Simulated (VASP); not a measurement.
Level of theory: AM05 GGA, VASP's PBE PAW potentials (set 64) (plane waves; VASP).

The input files of a VASP run:

KPOINTS:
```
Automatic
0
gamma
10 10 10
```

### INCAR
```
IBRION = 2   ! conjugate gradients
LASPH = .TRUE.   ! aspherical one-centre terms
PREC = Accurate
SIGMA = 0.05
LWAVE = .FALSE.
SYSTEM = LiH
ISMEAR = 0   ! Gaussian
LCHARG = .FALSE.
ISIF = 3   ! ions, shape and volume
GGA = AM   ! AM05
ALGO = Normal   ! blocked Davidson
ENCUT = 520   ! plane-wave cut-off (eV)
NELM = 100   ! most electronic steps
LREAL = .FALSE.   ! projection in real space or not
EDIFF = 1E-6
NSW = 60
EDIFFG = -0.01
```

File POSCAR:
```
LiH
1
    0.0000000000     2.0400000000     2.0400000000
    2.0400000000     0.0000000000     2.0400000000
    2.0400000000     2.0400000000     0.0000000000
Li H
1 1
Direct
  0.0000000000   0.0000000000   0.0000000000
  0.5000000000   0.5000000000   0.5000000000
```

POTCAR, in this order: Li_sv H (PBE.64 set). Program: vasp_std.

What will the output report for the number of irreducible k-points (NKPTS), largest plane-wave count, number of space-group operations, FFT grid (NGX, NGY, NGZ)?

```json
{
  "number of irreducible k-points (NKPTS)": "47",
  "largest_plane_wave_count": "469",
  "number_of_space_group_operations": "48",
  "FFT grid (NGX, NGY, NGZ)": "24 × 24 × 24"
}
```

The compound is LiH in the rock salt structure. This run relaxes it. Symmetry was kept, so distortions that lower it aren't found.
